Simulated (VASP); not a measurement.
A convergence study with VASP on AgBr (rock salt): one setting is varied, all else stays as given below, so the limit is that of these other settings.

```xyz
2
Lattice="0.0000 2.8850 2.8850 2.8850 0.0000 2.8850 2.8850 2.8850 0.0000" Properties=species:S:1:pos:R:3 pbc="T T T"
Ag     0.0000     0.0000     0.0000
Br     2.8850     2.8850     2.8850
```

All values below come from PBE GGA, VASP's PBE PAW potentials (set 64) (plane waves; VASP). The tightest run used: 550 eV cut-off, 13×13×13 Monkhorst-Pack mesh, Gaussian smearing of 0.050 eV, potentials Ag Br.

The reference is 13×13×13 mesh, which took about 30 core-seconds. The timings are rough (shared machines, no repeats); factors under 2 mean little.

### Question
Of the settings 1×1×1 mesh; 2×2×2 mesh; 3×3×3 mesh; 4×4×4 mesh; 5×5×5 mesh; 6×6×6 mesh; 7×7×7 mesh; 8×8×8 mesh; 9×9×9 mesh; 10×10×10 mesh; 11×11×11 mesh; 12×12×12 mesh; 13×13×13 mesh, which is the lowest that keeps the difference from the reference in the stress, largest component (GPa) within 0.2 from there on, and what does it cost?

### Answer
4×4×4 mesh; its cost over the reference is about 1/5.
```
setting        difference in the stress, largest component (GPa)  cost over the reference
-------------  -------------------------------------------------  -----------------------
1×1×1 mesh                                                  7.26               about 1/10
2×2×2 mesh                                                  0.06                about 1/9
3×3×3 mesh                                                  0.83                about 1/8
4×4×4 mesh                                                  0.00                about 1/5
5×5×5 mesh                                                  0.06                about 1/5
6×6×6 mesh                                                  0.00                about 1/2
7×7×7 mesh                                                  0.01                about 1/3
8×8×8 mesh                                                  0.00     within a factor of 2
9×9×9 mesh                                                  0.00                about 1/2
10×10×10 mesh                                               0.00     within a factor of 2
11×11×11 mesh                                               0.00     within a factor of 2
12×12×12 mesh                                               0.00            about 2 times
13×13×13 mesh                                               0.00                reference
```

Left out are rungs that failed or repeat a setting and relaxations that didn't move; long series are thinned to 24 rows.

The compound is AgBr in the rock salt structure. The cell was not relaxed at this level.
